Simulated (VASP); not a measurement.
Wanted: the native input for a VASP 6.6.1 run.

```yaml
Task: relaxation of cell and atoms
Functional: PBE
Potentials_or_basis: VASP PAW PBE potentials, release 64 (Be, Cd, Se)
Cutoff: 520 eV
k_mesh: 6 × 6 × 6
Occupations: gaussian, width 0.03 eV
Spin: no spin polarisation
Further_INCAR_settings: ALGO = Normal; EDIFF = 1e-07; IBRION = 2; POTIM = 0.3; EDIFFG = -0.005; NSW = 60; ISIF = 3
```

The structure of Be3CdSe4 lies in POSCAR:

```
Be3CdSe4                                
1.0
   -2.7307027946      2.7307027946      5.3728804711
    2.7307027946     -2.7307027946      5.3728804711
    2.7307027946      2.7307027946     -5.3728804711
  Be              Cd              Se            
     3     1     4
Direct
     0.7500000000000000    0.2500000000000000    0.5000000000000000
     0.2500000000000000    0.7500000000000000    0.5000000000000000
     0.0000000000000000    0.0000000000000000    0.0000000000000000
     0.5000000000000000    0.5000000000000000    0.0000000000000000
     0.0838709198251409    0.0838709198251409    0.4417171422279955
     0.9161290801748592    0.3578462224028617    0.0000000000000000
     0.6421537775971382    0.6421537775971382    0.5582828577720044
     0.3578462224028617    0.9161290801748592    0.0000000000000000
```

The cell was built by a generator and needn't be a form met in nature.

One way to write it, as run:

INCAR

```
PREC     = Accurate       # precision mode
ENCUT    = 520            # plane-wave cutoff, eV
EDIFF    = 1E-7           # SCF threshold, eV
ISMEAR   = 0              # smearing method
SIGMA    = 0.03           # smearing width, eV
LREAL    = False          # projectors in reciprocal space
LASPH    = True           # aspherical terms in the spheres
NELM     = 120            # most SCF steps
ALGO     = Normal         # electronic algorithm
ISIF     = 3              # what is computed and relaxed
LWAVE    = False          # write WAVECAR
LCHARG   = False          # write CHGCAR
GGA      = PE             # functional
IBRION   = 2              # ionic algorithm
NSW      = 60             # ionic steps
EDIFFG   = -0.005         # ionic threshold
POTIM    = 0.3            # step
KPAR     = 4
```

KPOINTS

```
regular mesh
0
Gamma
  6 6 6
```

Potentials or basis: VASP PAW PBE potentials, release 64 (Be, Cd, Se).

Launch:

```sh
$ cat potpaw_PBE.64/Be/POTCAR potpaw_PBE.64/Cd/POTCAR potpaw_PBE.64/Se/POTCAR > POTCAR
$ mpirun -np 4 vasp_std > vasp.out
```

It gave:

| Quantity | Value |
| --- | --- |
| Energy gained by relaxing | 0.0 meV/atom |
| Ionic steps | 2 |
| Pressure after relaxing | 0.0 GPa |
| Largest force after relaxing | 0.003 eV/Å |
| Band gap on the k mesh | 2.59 eV, direct |

It took 65 s on 4 MPI ranks on Intel(R) Xeon(R) Platinum 8559C (Emerald Rapids), with other jobs on the host, peak memory 0.43 GiB a rank.
